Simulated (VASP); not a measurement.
Output of a VASP run:

### OSZICAR
```
       N       E                     dE             d eps       ncg     rms          rms(c)
DAV:   1     0.294878333924E+02    0.29488E+02   -0.38240E+03   630   0.688E+02
DAV:   2    -0.412569834025E+00   -0.29900E+02   -0.29445E+02   726   0.146E+02
DAV:   3    -0.161870656476E+01   -0.12061E+01   -0.11933E+01   941   0.239E+01
DAV:   4    -0.166013419784E+01   -0.41428E-01   -0.41414E-01   929   0.405E+00
DAV:   5    -0.166144428657E+01   -0.13101E-02   -0.13099E-02  1008   0.445E-01    0.107E+01
DAV:   6    -0.166227192839E+01   -0.82764E-03   -0.62340E-03   722   0.106E+00    0.602E+00
DAV:   7    -0.166312861222E+01   -0.85668E-03   -0.11143E-02   727   0.139E+00    0.283E-01
DAV:   8    -0.166313066627E+01   -0.20541E-05   -0.18817E-03   981   0.255E-01    0.117E-01
DAV:   9    -0.166314672807E+01   -0.16062E-04   -0.24736E-05   933   0.547E-02    0.361E-02
DAV:  10    -0.166316607968E+01   -0.19352E-04   -0.10225E-05   739   0.320E-02    0.324E-02
DAV:  11    -0.166316524716E+01    0.83252E-06   -0.69584E-07   520   0.854E-03
   1 F= -.16631652E+01 E0= -.16624053E+01  d E =-.151990E-02
```

**OUTCAR**
```
------------------------ aborting loop because EDIFF is reached ----------------------------------------
  FORCE on cell =-STRESS in cart. coord.  units (eV):
  Direction    XX          YY          ZZ          XY          YZ          ZX
  --------------------------------------------------------------------------------------
  Total       -0.1975108     -0.1975108     -0.1975108     -0.0000000      0.0000000      0.0000000
  in kB       -5.6318447     -5.6318447     -5.6318447     -0.0000000      0.0000000      0.0000000
  external PRESSURE =      -5.6318447 kB  Pullay stress =       0.0000000 kB
  volume of cell :       56.19
      direct lattice vectors                 reciprocal lattice vectors
     0.000000000  3.040000000  3.040000000    -0.164473684  0.164473684  0.164473684
     3.040000000  0.000000000  3.040000000     0.164473684 -0.164473684  0.164473684
     3.040000000  3.040000000  0.000000000     0.164473684  0.164473684 -0.164473684
 POSITION                                       TOTAL-FORCE (eV/Angst)
 -----------------------------------------------------------------------------------
      0.00000      0.00000      0.00000        -0.000000     -0.000000      0.000000
 -----------------------------------------------------------------------------------
    total drift:                               -0.000000     -0.000000     -0.000000
  FREE ENERGIE OF THE ION-ELECTRON SYSTEM (eV)
  ---------------------------------------------------
  free  energy   TOTEN  =        -1.6631652472 eV

  energy  without entropy=       -1.6616453507  energy(sigma->0) =       -1.66240530
```
(Selected blocks of OUTCAR.)

**POSCAR**
```
Sr
1
    0.0000000000     3.0400000000     3.0400000000
    3.0400000000     0.0000000000     3.0400000000
    3.0400000000     3.0400000000     0.0000000000
Sr
1
Direct
  0.0000000000   0.0000000000   0.0000000000
```

Problem. Reconstruct the remaining input files.

Solution. This is not unique; one that fits is the input of the run itself, PBE GGA, plane waves, VASP's PBE PAW potentials (set 64).

File KPOINTS:
```
Automatic mesh
0
Gamma
9 9 9
0 0 0
```

### INCAR
```
# general
SYSTEM  = Sr
PREC    = Accurate
ENCUT   = 400
LREAL   = .FALSE.
LASPH   = .TRUE.
NELECT  = 9.98

# electronic loop
EDIFF   = 1E-6
NELM    = 100
ALGO    = Normal
LMAXMIX = 4

# smearing
ISMEAR  = 0
SIGMA   = 0.05

# functional
GGA     = PE

# ions
ISIF    = 2

# output
LWAVE   = .FALSE.
LCHARG  = .FALSE.
```

POTCAR, in this order: Sr_sv (PBE.64 set). Program: vasp_std.

The cell is charged, with a uniform compensating background.

The compound is Sr in the fcc structure. The cell was not relaxed at this level. The run is one of a series of settings (ISMEAR = 0, NELECT = 9.98, SIGMA = 0.05 against the base run), some of them coarse on purpose.
